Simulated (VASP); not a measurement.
Level of theory: PBEsol GGA, VASP's PBE PAW potentials (set 64) (plane waves; VASP).

VASP ran on this input.

INCAR:
```
# general
SYSTEM   =  Zn3CdSe4
PREC     =  Accurate
ENCUT    =  400   # plane-wave cut-off (eV)
LREAL    =  F   # projection in real space or not
LASPH    =  T   # aspherical one-centre terms

# electronic loop
EDIFF    =  1E-6   # SCF stop (eV)
NELM     =  100   # most electronic steps
ALGO     =  Normal   # blocked Davidson
LMAXMIX  =  4   # l cut-off of mixed one-centre charges

# smearing
ISMEAR   =  0   # Gaussian
SIGMA    =  0.05   # width (eV)

# functional
GGA      =  PS

# ions
IBRION   =  2   # conjugate gradients
NSW      =  60   # most ionic steps
ISIF     =  3   # ions, shape and volume
EDIFFG   =  -0.02   # ionic stop

# output
LWAVE    =  F
LCHARG   =  F
```

**KPOINTS**
```
Automatic mesh
0
Gamma
4 4 4
0 0 0
```

POSCAR:
```
Zn3CdSe4
1
    5.7366896412     0.0000000000    -0.0000000000
   -0.0000000000     5.7366896412    -0.0000000000
   -0.0000000000     0.0000000000     5.7366896412
Zn Cd Se
3 1 4
Direct
  1.0000000000   0.5000000000   0.5000000000
  0.5000000000   0.0000000000   0.5000000000
  0.5000000000   0.5000000000   1.0000000000
  0.0000000000   0.0000000000   1.0000000000
  0.7385755509   0.7385755509   0.2614244491
  0.7385755509   0.2614244491   0.7385755509
  0.2614244491   0.2614244491   0.2614244491
  0.2614244491   0.7385755509   0.7385755509
```

POTCAR, in this order: Zn Cd Se (PBE.64 set). Program: vasp_std.

Output of the run:

### OSZICAR
```
       N       E                     dE             d eps       ncg     rms          rms(c)
DAV:   1     0.529991887669E+03    0.52999E+03   -0.28765E+04   860   0.152E+03
DAV:   2     0.309802276806E+02   -0.49901E+03   -0.48609E+03   903   0.382E+02
DAV:   3    -0.260384409834E+02   -0.57019E+02   -0.56594E+02   976   0.133E+02
DAV:   4    -0.276781024593E+02   -0.16397E+01   -0.16355E+01  1000   0.222E+01
DAV:   5    -0.276938257523E+02   -0.15723E-01   -0.15715E-01   967   0.222E+00    0.110E+01
DAV:   6    -0.264037563043E+02    0.12901E+01   -0.33315E+00  1132   0.361E+01    0.821E+00
DAV:   7    -0.264065469423E+02   -0.27906E-02   -0.24726E+00   956   0.768E+00    0.376E+00
DAV:   8    -0.263886369794E+02    0.17910E-01   -0.13892E-01  1017   0.364E+00    0.948E-01
DAV:   9    -0.263874942930E+02    0.11427E-02   -0.16321E-02  1082   0.137E+00    0.193E-01
DAV:  10    -0.263876633206E+02   -0.16903E-03   -0.12155E-03   929   0.237E-01    0.847E-02
DAV:  11    -0.263877731978E+02   -0.10988E-03   -0.12432E-04   957   0.102E-01    0.260E-02
DAV:  12    -0.263877903572E+02   -0.17159E-04   -0.41134E-05   953   0.696E-02    0.760E-03
DAV:  13    -0.263877907715E+02   -0.41429E-06   -0.47160E-06   818   0.245E-02
   1 F= -.26387791E+02 E0= -.26387791E+02  d E =-.263878E+02
       N       E                     dE             d eps       ncg     rms          rms(c)
DAV:   1    -0.264147629699E+02   -0.26973E-01   -0.43118E-01  1054   0.750E+00    0.115E+00
DAV:   2    -0.263918199970E+02    0.22943E-01   -0.86860E-02  1014   0.444E+00    0.413E-01
DAV:   3    -0.263890655137E+02    0.27545E-02   -0.53610E-03   923   0.444E-01    0.257E-01
DAV:   4    -0.263884904233E+02    0.57509E-03   -0.50298E-04   917   0.131E-01    0.112E-01
DAV:   5    -0.263883710707E+02    0.11935E-03   -0.44099E-05  1147   0.856E-02    0.238E-02
DAV:   6    -0.263883700980E+02    0.97266E-06   -0.43376E-05   928   0.449E-02    0.759E-03
DAV:   7    -0.263883709218E+02   -0.82372E-06   -0.15007E-06   484   0.137E-02
   2 F= -.26388371E+02 E0= -.26388371E+02  d E =-.580150E-03
```

**OUTCAR**
```
------------------------ aborting loop because EDIFF is reached ----------------------------------------
  FORCE on cell =-STRESS in cart. coord.  units (eV):
  Direction    XX          YY          ZZ          XY          YZ          ZX
  --------------------------------------------------------------------------------------
  Total       -0.1572027     -0.1572027     -0.1572027      0.0000000      0.0000000      0.0000000
  in kB       -1.3260726     -1.3260726     -1.3260726      0.0000000      0.0000000      0.0000000
  external PRESSURE =      -1.3260726 kB  Pullay stress =       0.0000000 kB
  volume of cell :      189.93
      direct lattice vectors                 reciprocal lattice vectors
     5.748233314  0.000000000 -0.000000000     0.173966495  0.000000000 -0.000000000
    -0.000000000  5.748233314  0.000000000    -0.000000000  0.173966495  0.000000000
     0.000000000 -0.000000000  5.748233314     0.000000000 -0.000000000  0.173966495
 POSITION                                       TOTAL-FORCE (eV/Angst)
 -----------------------------------------------------------------------------------
      0.00000      2.87412      2.87412        -0.000000      0.000000     -0.000000
      2.87412      0.00000      2.87412        -0.000000      0.000000     -0.000000
      2.87412      2.87412      5.74823        -0.000000     -0.000000     -0.000000
      0.00000     -0.00000      5.74823        -0.000000      0.000000     -0.000000
      4.24532      4.24532      1.50291         0.000576      0.000576     -0.000576
      4.24532      1.50291      4.24532         0.000576     -0.000576      0.000576
      1.50291      1.50291      1.50291        -0.000576     -0.000576     -0.000576
      1.50291      4.24532      4.24532        -0.000576      0.000576      0.000576
 -----------------------------------------------------------------------------------
    total drift:                                0.000000      0.000000     -0.000000
  FREE ENERGIE OF THE ION-ELECTRON SYSTEM (eV)
  ---------------------------------------------------
  free  energy   TOTEN  =       -26.3883709218 eV

  energy  without entropy=      -26.3883709218  energy(sigma->0) =      -26.38837092

 reached required accuracy - stopping structural energy minimisation
```
(Selected blocks of OUTCAR.)

CONTCAR:
```
Zn3CdSe4
   1.00000000000000
     5.7482333135030688    0.0000000000000000   -0.0000000000000000
    -0.0000000000000000    5.7482333135030688    0.0000000000000000
     0.0000000000000000   -0.0000000000000000    5.7482333135030688
  Zn              Cd              Se
     3     1     4
Direct
     0.0000000000000000    0.5000000000000000    0.5000000000000000
     0.5000000000000000    0.0000000000000000    0.5000000000000000
     0.5000000000000000    0.5000000000000000    1.0000000000000000
     0.0000000000000000    0.0000000000000000    1.0000000000000000
     0.7385437102073100    0.7385437102073100    0.2614562897926900
     0.7385437102073100    0.2614562897926900    0.7385437102073100
     0.2614562897926900    0.2614562897926900    0.2614562897926900
     0.2614562897926900    0.7385437102073100    0.7385437102073100
```

The structure comes from a computed database's Zn3CdSe4 entry (P-43m); how it stands against other phases isn't given here. This run relaxes it. Symmetry was kept, so distortions that lower it aren't found. The start is the result of an earlier pass.
